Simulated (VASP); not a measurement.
Consider the following.

```yaml
crystal:
  lattice:
    - [0.00000, 3.22805, 3.22805]
    - [3.22805, 0.00000, 3.22805]
    - [3.22805, 3.22805, 0.00000]
  atoms:
    - { symbol: Ba, position: [0.00000, 0.00000, 0.00000] }
    - { symbol: S, position: [0.50000, 0.50000, 0.50000] }
```

Calculation: PBE0 hybrid, VASP's PBE PAW potentials (set 64) (plane waves; VASP). Numerical set-up: 520 eV cut-off, 6×6×6 Γ-centred mesh, Gaussian smearing of 0.050 eV, potentials Ba_sv S.

Unless said otherwise, spin-orbit coupling is left out, though it shifts the bands of the heavy elements here.

Task: What does the run give for the energy per atom (σ→0), band gap (over the mesh, the named points and PBE's band edges) with the smallest direct gap where there is one?

Result: 
```json
{
 "band gap (over the mesh, the named points and PBE's band edges)": "3.76 eV",
 "smallest direct gap (over the mesh, the named points and PBE's band edges)": "3.94 eV",
 "energy per atom (σ→0)": "-584.2 kJ/mol-atom"
}
```

Only differences to runs with the same potentials and settings are physical.

The compound is BaS in the rock salt structure. It was relaxed first.
